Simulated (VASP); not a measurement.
Output of a VASP run:

**OUTCAR**
```
 ion  position               nearest neighbor table
   1  0.250  0.750  0.500-   2 3.10   2 3.10   2 3.10   2 3.10
   2  0.000  0.000  0.000-   1 3.10   1 3.10   1 3.10   1 3.10
  LATTYP: Found a body centered tetragonal cell.
 ALAT       =     5.9866788466
 C/A-ratio  =     0.5449764507
 Subroutine PRICEL returns:
 Original cell was already a primitive cell.
 Subroutine GETGRP returns: Found 16 space group operations
The static configuration has the point symmetry D_2d.
 The point group associated with its full space group is D_4h.
The dynamic configuration has the point symmetry D_2d.
 Subroutine INISYM returns: Found 16 space group operations
 Subroutine IBZKPT returns following result:
 Found    126 irreducible k-points:

 Following reciprocal coordinates:
            Coordinates               Weight
  0.000000  0.000000  0.000000      1.000000
  0.090909 -0.000000  0.000000      8.000000
  0.181818 -0.000000  0.000000      8.000000
  0.272727  0.000000  0.000000      8.000000
  0.363636 -0.000000  0.000000      8.000000
  0.454545  0.000000  0.000000      8.000000
  0.090909  0.090909  0.000000      8.000000
  0.181818  0.090909  0.000000     16.000000
  0.272727  0.090909  0.000000     16.000000
  0.363636  0.090909  0.000000     16.000000
  0.454545  0.090909  0.000000     16.000000
 -0.454545  0.090909  0.000000     16.000000
 -0.363636  0.090909 -0.000000     16.000000
 -0.272727  0.090909 -0.000000     16.000000
 -0.181818  0.090909 -0.000000     16.000000
 -0.090909  0.090909  0.000000      4.000000
  0.181818  0.181818  0.000000      8.000000
  0.272727  0.181818  0.000000     16.000000
  0.363636  0.181818  0.000000     16.000000
  0.454545  0.181818  0.000000     16.000000
 -0.454545  0.181818  0.000000     16.000000
 -0.363636  0.181818 -0.000000     16.000000
 -0.272727  0.181818  0.000000     16.000000
 -0.181818  0.181818  0.000000      4.000000
  0.272727  0.272727  0.000000      8.000000
  0.363636  0.272727  0.000000     16.000000
  0.454545  0.272727  0.000000     16.000000
 -0.454545  0.272727  0.000000     16.000000
 -0.363636  0.272727 -0.000000     16.000000
 -0.272727  0.272727  0.000000      4.000000
  0.363636  0.363636  0.000000      8.000000
  0.454545  0.363636  0.000000     16.000000
 -0.454545  0.363636  0.000000     16.000000
 -0.363636  0.363636  0.000000      4.000000
  0.454545  0.454545 -0.000000      8.000000
 -0.454545  0.454545  0.000000      4.000000
  0.090909  0.090909  0.090909      8.000000
  0.181818  0.090909  0.090909     16.000000
  0.272727  0.090909  0.090909     16.000000
  0.363636  0.090909  0.090909     16.000000
   k-points           NKPTS =    126   k-points in BZ     NKDIM =    126   number of bands    NBANDS=     18
   number of dos      NEDOS =    301   number of ions     NIONS =      2
   total plane-waves  NPLWV =  46656
   dimension x,y,z NGX =    36 NGY =   36 NGZ =   36
   dimension x,y,z NGXF=    72 NGYF=   72 NGZF=   72
   ions per type =               2
   PREC   = accura    normal or accurate (medium, high low for compatibility)
   ISTART =      0    job   : 0-new  1-cont  2-samecut
   ICHARG =      2    charge: 1-file 2-atom 10-const
   ISPIN  =      1    spin polarized calculation?
   LNONCOLLINEAR =      F non collinear calculations
   LSORBIT =      F    spin-orbit coupling
   INIWAV =      1    electr: 0-lowe 1-rand  2-diag
   ENCUT  =  520.0 eV  38.22 Ry    6.18 a.u.   8.44  8.44  8.44*2*pi/ulx,y,z
   NELM   =    100;   NELMIN=  2; NELMDL= -5     # of ELM steps
   EDIFF  = 0.1E-05   stopping-criterion for ELM
   LREAL  =      F    real-space projection
   NLSPLINE    = F    spline interpolate recip. space projectors
   LMAXMIX     =    4 max onsite mixed and CHGCAR
   VOSKOWN=      0    Vosko Wilk Nusair interpolation
   EDIFFG = -.1E-01   stopping-criterion for IOM
   NSW    =     60    number of steps for IOM
...
```

OSZICAR:
```
       N       E                     dE             d eps       ncg     rms          rms(c)
DAV:   1     0.202865808292E+03    0.20287E+03   -0.15023E+04  4538   0.236E+03
DAV:   2     0.113179626159E+02   -0.19155E+03   -0.18928E+03  4542   0.446E+02
DAV:   3    -0.631032732363E+01   -0.17628E+02   -0.17394E+02  5188   0.139E+02
DAV:   4    -0.685690567938E+01   -0.54658E+00   -0.54389E+00  5214   0.266E+01
DAV:   5    -0.687750098953E+01   -0.20595E-01   -0.20555E-01  6062   0.476E+00    0.214E+00
DAV:   6    -0.687342871587E+01    0.40723E-02   -0.28186E-02  5778   0.250E+00    0.123E+00
DAV:   7    -0.687529035390E+01   -0.18616E-02   -0.20606E-02  5844   0.208E+00    0.151E-01
DAV:   8    -0.687552097211E+01   -0.23062E-03   -0.18899E-03  5082   0.616E-01    0.385E-02
DAV:   9    -0.687553631467E+01   -0.15343E-04   -0.66888E-05  6022   0.847E-02    0.137E-02
DAV:  10    -0.687553521150E+01    0.11032E-05   -0.11410E-05  5446   0.494E-02    0.163E-03
DAV:  11    -0.687553557680E+01   -0.36530E-06   -0.34775E-07  2512   0.907E-03
   1 F= -.68755356E+01 E0= -.68752286E+01  d E =-.687554E+01
       N       E                     dE             d eps       ncg     rms          rms(c)
DAV:   1    -0.689061730301E+01   -0.15082E-01   -0.37151E-01  4984   0.555E+00    0.576E-01
DAV:   2    -0.688206522520E+01    0.85521E-02   -0.18929E-02  5022   0.225E+00    0.356E-01
DAV:   3    -0.687724072778E+01    0.48245E-02   -0.10328E-02  5862   0.155E+00    0.406E-02
DAV:   4    -0.687735910224E+01   -0.11837E-03   -0.16269E-03  4746   0.510E-01    0.250E-02
DAV:   5    -0.687735523544E+01    0.38668E-05   -0.55212E-05  5498   0.104E-01    0.820E-03
DAV:   6    -0.687735465164E+01    0.58380E-06   -0.32503E-06  4360   0.323E-02
   2 F= -.68773547E+01 E0= -.68772489E+01  d E =-.181907E-02
       N       E                     dE             d eps       ncg     rms          rms(c)
DAV:   1    -0.688286182521E+01   -0.55066E-02   -0.14154E-01  4976   0.341E+00    0.356E-01
DAV:   2    -0.687957642779E+01    0.32854E-02   -0.72415E-03  5038   0.145E+00    0.220E-01
DAV:   3    -0.687772384272E+01    0.18526E-02   -0.39857E-03  5936   0.982E-01    0.256E-02
DAV:   4    -0.687777234375E+01   -0.48501E-04   -0.66580E-04  4702   0.328E-01    0.155E-02
DAV:   5    -0.687777040077E+01    0.19430E-05   -0.22601E-05  5576   0.668E-02    0.512E-03
DAV:   6    -0.687777017974E+01    0.22103E-06   -0.94131E-07  2666   0.201E-02
   3 F= -.68777702E+01 E0= -.68777663E+01  d E =-.223460E-02
```

File OUTCAR:
```
------------------------ aborting loop because EDIFF is reached ----------------------------------------
  FORCE on cell =-STRESS in cart. coord.  units (eV):
  Direction    XX          YY          ZZ          XY          YZ          ZX
  --------------------------------------------------------------------------------------
  Total        0.0059080      0.0059080     -0.0167248      0.0000000      0.0000000      0.0000000
  in kB        0.1616341      0.1616341     -0.4575690      0.0000000      0.0000000      0.0000000
  external PRESSURE =      -0.0447669 kB  Pullay stress =       0.0000000 kB
  volume of cell :       58.56
      direct lattice vectors                 reciprocal lattice vectors
    -3.009787565  3.009787565  1.616156071     0.000000000  0.166124681  0.309376062
     3.009787565 -3.009787565  1.616156071     0.166124681  0.000000000  0.309376062
     3.009787565  3.009787565 -1.616156071     0.166124681  0.166124681  0.000000000
 POSITION                                       TOTAL-FORCE (eV/Angst)
 -----------------------------------------------------------------------------------
      3.00979     -0.00000      0.80808        -0.000000     -0.000000     -0.000000
      0.00000     -0.00000      0.00000         0.000000      0.000000      0.000000
 -----------------------------------------------------------------------------------
    total drift:                               -0.000000     -0.000000      0.000000
  FREE ENERGIE OF THE ION-ELECTRON SYSTEM (eV)
  ---------------------------------------------------
  free  energy   TOTEN  =        -6.8777701797 eV

  energy  without entropy=       -6.8777584661  energy(sigma->0) =       -6.87776628

 reached required accuracy - stopping structural energy minimisation
```
(Selected blocks of OUTCAR.)

### POSCAR
```
Sn
1
   -2.9933394233     2.9933394233     1.6312994947
    2.9933394233    -2.9933394233     1.6312994947
    2.9933394233     2.9933394233    -1.6312994947
Sn
2
Direct
  0.2500000000   0.7500000000   0.5000000000
  1.0000000000   0.0000000000   1.0000000000
```

**Question.** Write an INCAR and KPOINTS that could have produced this output.

**Answer.** One answer among several that fit: the input of the run itself, RPBE GGA, plane waves, VASP's PBE PAW potentials (set 64).

KPOINTS:
```
Automatic mesh
0
Gamma
11 11 11
0 0 0
```

**INCAR**
```
SYSTEM=Sn
PREC=Accurate; ENCUT=520; LREAL=.FALSE.
LASPH=.TRUE.
EDIFF=1E-6; NELM=100; ALGO=Normal
LMAXMIX=4
ISMEAR=1; SIGMA=0.1
GGA=RP
IBRION=2; NSW=60; ISIF=3
EDIFFG=-0.01
LWAVE=.FALSE.; LCHARG=.FALSE.
```

POTCAR, in this order: Sn_d (PBE.64 set). Program: vasp_std.

The compound is Sn in the beta structure. This run relaxes it. Symmetry was kept, so distortions that lower it aren't found. The start is the result of an earlier pass.
